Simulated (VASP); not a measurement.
PdIn (CsCl type) is relaxed at rising pressure, each step from the one before. Symmetry mostly holds the structure type, and other phases were not tried. The mesh follows the cell, and a change of mesh leaves a small step in the series.

Input:

```xyz
2
Lattice="3.2179 0.0000 0.0000 0.0000 3.2179 0.0000 0.0000 0.0000 3.2179" Properties=species:S:1:pos:R:3 pbc="T T T"
In     1.6090     1.6090     1.6090
Pd     0.0000     0.0000     0.0000
```

The numbers are results of LDA (Ceperley-Alder, Perdew-Zunger), VASP's LDA PAW potentials (set 64) (plane waves; VASP), not measurements. Numerical set-up: 500 eV cut-off, 11×11×11 Γ-centred mesh, first-order Methfessel-Paxton smearing of 0.10 eV, potentials In_d Pd.

Unless said otherwise, spin-orbit coupling is left out, though it shifts the bands of the heavy elements here.

| P (GPa) | V (Å³/atom) | H − H(0) (eV/atom) | space group | gap on the mesh (eV) | k-mesh |
|---|---|---|---|---|---|
| 0 | 16.66 | 0.000 | Pm-3m | 0.00 | 11×11×11 |
| 5 | [?] | [?] | Pm-3m | 0.00 | 11×11×11 |
| 10 | 15.75 | 1.013 | Pm-3m | 0.00 | 12×12×12 |
| 20 | 15.08 | 1.975 | Pm-3m | 0.00 | 12×12×12 |
| 30 | [?] | [?] | Pm-3m | 0.00 | 12×12×12 |
| 45 | 13.89 | 4.229 | Pm-3m | 0.00 | 12×12×12 |

Q: Complete the blanks.

A: 
- 5, V (Å³/atom): 16.17
- 5, H − H(0) (eV/atom): 0.512
- 30, V (Å³/atom): 14.54
- 30, H − H(0) (eV/atom): 2.899

Pressures at which the relaxation failed are left out.

The compound is PdIn in the CsCl type structure. The electron count is odd and the run is not spin-polarised, which forces a metal.
